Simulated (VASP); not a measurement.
Wanted: the native input for a VASP 6.6.1 run.

| Item | Value |
| --- | --- |
| Task | single point |
| Functional | PBE |
| Potentials or basis | VASP PAW PBE potentials, release 64 (Y_sv, Mg, F) |
| Cutoff | 520 eV |
| k mesh | 6 × 6 × 6 |
| Occupations | gaussian, width 0.02 eV |
| Spin | no spin polarisation |
| Dipole correction | no |
| Further INCAR settings | ALGO = Fast; EDIFF = 1e-06; NBANDS = 25 |

The structure of YMgF3 lies in POSCAR:

```
YMgF3
1.0
    4.5133404367      0.0000000000      0.0000000000
    0.0000000000      4.5133404367      0.0000000000
    0.0000000000      0.0000000000      4.5133404367
Y Mg F
1 1 3
Direct
    0.5000000000      0.5000000000      0.5000000000
    0.0000000000      0.0000000000      0.0000000000
    0.5000000000      0.5000000000      0.0000000000
    0.5000000000      0.0000000000      0.5000000000
    0.0000000000      0.5000000000      0.5000000000
```

The cell was built by a generator and needn't be a form met in nature.

The cell isn't the ideal one: species swapped into the RbBiO3 type (Pm-3m, No. 221).

The input as run:

INCAR

```
PREC = Accurate
ENCUT = 520
EDIFF = 1E-6
ISMEAR = 0
SIGMA = 0.02
LREAL = False
LASPH = True
NELM = 100
ALGO = Fast
ISIF = 2
LWAVE = False
LCHARG = True
GGA = PE
LELF = True
LVHAR = True
NBANDS = 25
```

KPOINTS

```
Automatic mesh
0
Gamma
  6 6 6
```

Potentials or basis: VASP PAW PBE potentials, release 64 (Y_sv, Mg, F).

The run is started by

```bash
$ cat potpaw_PBE.64/Y_sv/POTCAR potpaw_PBE.64/Mg/POTCAR potpaw_PBE.64/F/POTCAR > POTCAR
$ mpirun -np 1 vasp_std > vasp.out
```

Results of the run:

```json
{
  "Pressure": "-0.2 GPa",
  "Band gap on the k mesh": "0.82 eV, indirect (least direct gap 1.47 eV)"
}
```

It took 56 s on 1 thread of Intel(R) Xeon(R) 6975P-C (Granite Rapids), on a shared host, peak memory 0.24 GiB.
